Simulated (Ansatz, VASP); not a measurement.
**CsSe4Cl: VASP beside Ansatz**

Wanted: the spread between two codes on one cell, functional and k mesh. The cell is generated by rule, not measured, and may not be a known phase. The cell is taken from a series of runs on this material, whose earlier steps may have relaxed, scaled, displaced or heated it; both programs get it as it stands.

Calculated with Ansatz 0.2.0; plane waves, with VASP 6.6.1 beside it; zone-centre phonons at PBEsol.

The structure was built from a prototype and need not be the compound's stable phase.

## 1. Starting point

It takes space group F-43m (No. 216, cubic). The conventional cell has a = 9.832 Å, b = 9.832 Å, c = 9.832 Å, α = 90.00°, β = 90.00°, γ = 90.00°. Cs has 12 Se at 4.02 Å nearest. Nearest to Cl lie 4 Se at 2.57 Å. Se has 1 Cl at 2.57 Å and 3 Se at 2.75 Å and 3 Cs at 4.02 Å nearest. Farther neighbours and most contacts between anions are not listed.

## 2. Ansatz: zone-centre phonons, PBEsol

Ansatz runs on its default PAW (the set named soft_2) files.

Second derivatives magnify differences that forces hide, and they need a tight electronic threshold.

Input file input.yaml:

```yaml
crystal:
  lattice:
    - [0.0, 4.9159952897, 4.9159952897]
    - [4.9159952897, 0.0, 4.9159952897]
    - [4.9159952897, 4.9159952897, 0.0]
  atoms:
    - { symbol: Cs, position: [0.5, 0.5, 0.5] }
    - { symbol: Cl, position: [0.0, 0.0, 0.0] }
    - { symbol: Se, position: [0.1512066266, 0.1512066266, 0.1512066266] }
    - { symbol: Se, position: [0.5463801201, 0.1512066266, 0.1512066266] }
    - { symbol: Se, position: [0.1512066266, 0.1512066266, 0.5463801201] }
    - { symbol: Se, position: [0.1512066266, 0.5463801201, 0.1512066266] }
kpoints:
  mp_grid: { grid: [6, 6, 6] }
hamiltonian:
  xc: pbesol
scf:
  occupations: { method: methfessel_paxton, width: 0.2 }
output:
  eigenvalues: true
phonons:
  method: dfpt
```

Launch:

```sh
$ ansatz run input.yaml --threads 8 --pin off --max-ram 14336MiB --backend cpu --events-out ev --progress --plain --runs-dir out
```

Numbers of over 12 decimals in the logs are rounded to 6 here.

What it wrote:

```text
Engine: ansatz 0.2.0, x86_64-unknown-linux-gnu
Pseudopotentials: kind: paw
Pseudopotential: Cs, paw, valence charge 9, recommended cutoff 420 eV (normal), Cs.paw.azcp
Pseudopotential: Cl, paw, valence charge 7, recommended cutoff 420 eV (normal), Cl.paw.azcp
Pseudopotential: Se, paw, valence charge 16, recommended cutoff 420 eV (normal), Se.paw.azcp
Functional definition: PBEsol
  exchange = pbesol_x
  correlation = pbesol_c
Crystal: 6 atoms, lattice volume = 237.610 Å³
Basis set: ecut = 420 eV, 4645 PW (Γ), exchange–correlation on 96×96×96 points (8 copies of the dense FFT grid, shifted against one another)
Bands: 48, of which v1, the nominal top of the filled ones, is band 40 counted from 1 (39 counted from 0)
Symmetry: 24 space group operations
k-points: 68 of 216 (irreducible under 2 space group operations, time reversal used)
Non-local potential: Cs, projectors of the file, l = 0: 3, l = 1: 2, l = 2: 2, l = 3: 2
Non-local potential: Cl, projectors of the file, l = 0: 2, l = 1: 2, l = 2: 2
Non-local potential: Se, projectors of the file, l = 0: 2, l = 1: 2, l = 2: 3, l = 3: 1
PAW form: soft (Blöchl's): semilocal exchange-correlation on the pseudo side does not see the compensation charge
PAW frozen core: Cs, regenerated for the run's functional, and the local potential with it (the file was generated under x = pbe(κ = 0.804, μ = 0.219515), c = pbe(β = 0.066725))
PAW frozen core: Cl, regenerated for the run's functional, and the local potential with it (the file was generated under x = pbe(κ = 0.804, μ = 0.219515), c = pbe(β = 0.066725))
PAW frozen core: Se, regenerated for the run's functional, and the local potential with it (the file was generated under x = pbe(κ = 0.804, μ = 0.219515), c = pbe(β = 0.066725))
PAW one-centre angular grid: Cs, 194 points (default); XC on 64 Gauss nodes
PAW one-centre angular grid: Cl, 110 points (default); XC on 64 Gauss nodes
PAW one-centre angular grid: Se, 590 points (default); XC on 64 Gauss nodes
Initial density: superposition of atomic densities (neutral atoms: chi_scale 0, normalization atom), corrected by the library's trained network
Initial wavefunctions: pseudopotential atomic-orbital guess
Functional: x = pbesol(κ = 0.804, μ = 0.123457), c = pbesol(β = 0.046)
SCF iter   1: F=—  HF=-28342.950441 eV  |F-HF|=—  |Δ(HF+E_count)|=         —  Δρ=2.78e-3  dr2=2.32e-2  ethr=1.77e-3  ⟨swp⟩=7.3  Hψ=12832  notcnv=0
preconditioner: auto → LDOS  [metal: Δε(μ)=0.018 eV  Ē_g=9.570 eV  σ=0.200 eV  W_gap=0.08  n_scr=58 (ndim 8)  ℏωp=14.8 eV  f_vac=0.266  D(μ)=9.06/eV (n_scr^D=64)  β→1.0]
SCF iter   2: F=—  HF=-28342.952201 eV  |F-HF|=—  |Δ(HF+E_count)|=   1.76e-3  S|Δr|=    0.00e0  Δρ=1.33e-3  dr2=5.55e-3  ethr=2.90e-5  ⟨swp⟩=3.0  Hψ=7558  notcnv=0
SCF iter   3: F=—  HF=-28342.950786 eV  |F-HF|=—  |Δ(HF+E_count)|=   1.42e-3  S|Δr|=    0.00e0  Δρ=4.12e-4  dr2=9.92e-4  ethr=6.94e-6  ⟨swp⟩=2.0  Hψ=5898  notcnv=0
SCF iter   4: F=—  HF=-28342.950643 eV  |F-HF|=—  |Δ(HF+E_count)|=   1.42e-4  S|Δr|=    0.00e0  Δρ=1.40e-4  dr2=6.56e-5  ethr=1.24e-6  ⟨swp⟩=2.0  Hψ=3916  notcnv=0
SCF iter   5: F=—  HF=-28342.950679 eV  |F-HF|=—  |Δ(HF+E_count)|=   3.53e-5  S|Δr|=    0.00e0  Δρ=4.37e-5  dr2=1.26e-5  ethr=8.20e-8  ⟨swp⟩=2.0  Hψ=4470  notcnv=0
SCF iter   6: F=—  HF=-28342.950683 eV  |F-HF|=—  |Δ(HF+E_count)|=   4.34e-6  S|Δr|=    0.00e0  Δρ=1.51e-5  dr2=1.24e-6  ethr=1.57e-8  ⟨swp⟩=2.5  Hψ=5822  notcnv=0
SCF iter   7: F=—  HF=-28342.950615 eV  |F-HF|=—  |Δ(HF+E_count)|=   6.77e-5  S|Δr|=    0.00e0  Δρ=4.83e-6  dr2=6.44e-8  ethr=1.56e-9  ⟨swp⟩=2.0  Hψ=5898  notcnv=0
SCF iter   8: F=—  HF=-28342.950615 eV  |F-HF|=—  |Δ(HF+E_count)|=   2.47e-8  S|Δr|=    0.00e0  Δρ=1.45e-6  dr2=7.18e-9  ethr=8.04e-11  ⟨swp⟩=2.0  Hψ=4461  notcnv=0
SCF iter   9: F=—  HF=-28342.950615 eV  |F-HF|=—  |Δ(HF+E_count)|=   4.89e-9  S|Δr|=    0.00e0  Δρ=2.51e-7  dr2=1.76e-10  ethr=8.98e-12  ⟨swp⟩=2.0  Hψ=4475  notcnv=0
SCF iter  10: F=-28342.950615 eV  HF=-28342.950615 eV  |F-HF|=1.46e-11  |Δ(HF+E_count)|=  8.37e-11  S|Δr|=    0.00e0  Δρ=5.43e-8  dr2=9.35e-12  ethr=1.00e-12  ⟨swp⟩=9.9  Hψ=19512  notcnv=0
SCF 1 converged in 10 iterations: F = -28342.950615 eV  dr2 = 9.35e-12
  greatest PAW one-centre occupation: 1.000 electrons in one spin orbital (limit 2), on the Se atom at site 2 (counted from 0), in its partial waves of l = 2
DFPT response loops at Γ: preconditioner auto → none (partly filled bands, converged f_vac=0.263); β = 0.50; Broyden in place of MSR1
SCF converged after 10 iterations
Stability not checked: this state was not tested for a lower state beside it, because cold or Methfessel-Paxton smearing, or corrected tetrahedra, fill the levels in a way that the test cannot read (fill_not_monotonic; see scf.lower_state_search)
Free energy (F): -28342.950615 eV
Harris-Foulkes:  -28342.950615 eV  (|F-HF|=1.46e-11)
Internal energy: -28342.934769 eV  (E = F + TS)
E sigma→0 (E₀):  -28342.946654 eV
Entropy (-TS):   -0.015846 eV (-2.641 meV/atom)
Fermi energy:    3.989491 eV
--- Per-component energies (eV) ---
  E_band       = -1915.271853
  E_kinetic    = 771.227438
  E_local      = -14508.181102  (includes V_loc(G=0)·N_el)
  E_nonlocal   = -2305.615033
  E_hartree    = 6957.268681
  E_xc         = -688.172817
  E_vxc        = -634.569273  (∫ρ·V_xc dr)
  E_paw        = -13098.603499  (= ΣΔE_a)
  E_vpaw       = 847.330826  (= ΣTr[D̂ρ^β])
  E_aug_tail   = -0.002249  (compensation charges beyond the density's cutoff)
  E_ewald      = -5475.112582
  E_core_change = 4.256394  (= ΣΔE_core)
  E_smearing   = -0.015846  (= −TS)
  E_closure    = 0.000000  (closes the sum)
  Σ components = -28342.950615   (vs F -28342.950615, Δ=0.00e0)
--- Band table (eV; the first three rows and the last of 68) ---
  k-point 0: bands = [... 36 lower, 1.7061, 1.7061, 4.2334, 4.2334, 4.2334, 5.0009, 5.0009, 5.0009, ... 4 higher]
  k-point 1: bands = [... 36 lower, 1.6140, 1.6140, 4.0577, 4.0577, 4.2366, 4.9679, 5.1499, 5.1499, ... 4 higher]
  k-point 2: bands = [... 36 lower, 1.4354, 1.4354, 3.8148, 3.8148, 4.2431, 4.9292, 5.3454, 5.3454, ... 4 higher]
  k-point 67: bands = [... 36 lower, 1.3601, 1.3601, 3.7184, 3.7184, 4.2463, 4.9164, 5.4205, 5.4205, ... 4 higher]
--- Phonons (Γ-DFPT): 3 representative perturbations + reference, on 68 of 216 k-points (Σ response iterations 10) ---
  k mesh reduced under 2 symmetry operations, with k and −k counted as one. Each operation leaves every solved perturbation unchanged. A smaller set is not used because it would not reduce the number of displacements times k-points to solve
  ASR residual: 9.239e-5 → 0.000e0 eV/Å²; symmetrization residual: 3.772e-6 eV/Å²
  ASR residual per site (eV/Å²): 9.24e-5 2.83e-5 3.75e-5 3.75e-5 3.75e-5 3.75e-5
  Γ frequencies (cm⁻¹): -128.99 -128.99 -128.99 -110.69 -110.69 0.00 0.00 0.00 30.01 30.01 30.01 44.14 44.14 44.14 149.21 149.21 149.21 229.63
  non-analytic LO–TO correction: not included (Born effective charges unavailable; polar crystals: no LO–TO splitting at Γ)
```

In the SCF lines HF is the Harris–Foulkes energy and dr2 the Hartree energy of the density residual, in eV; the loop may stop once dr2 is under the threshold and the program's other checks hold. Hψ counts applications of the Hamiltonian.

[end of part 1 of 3]

[Lines on the potential files, build, host, timing and source positions are cut from VASP's logs without a mark.]

[Logs are printed without paths, hosts, clocks, repeated set-up lines and the standing remarks that a program may print on its own settings, such as how far it seeks lower states.]

[Hosts, paths, dates, database ids (printed as entryN), source tags and the programs' standing remarks are cut or masked in the printed files.]
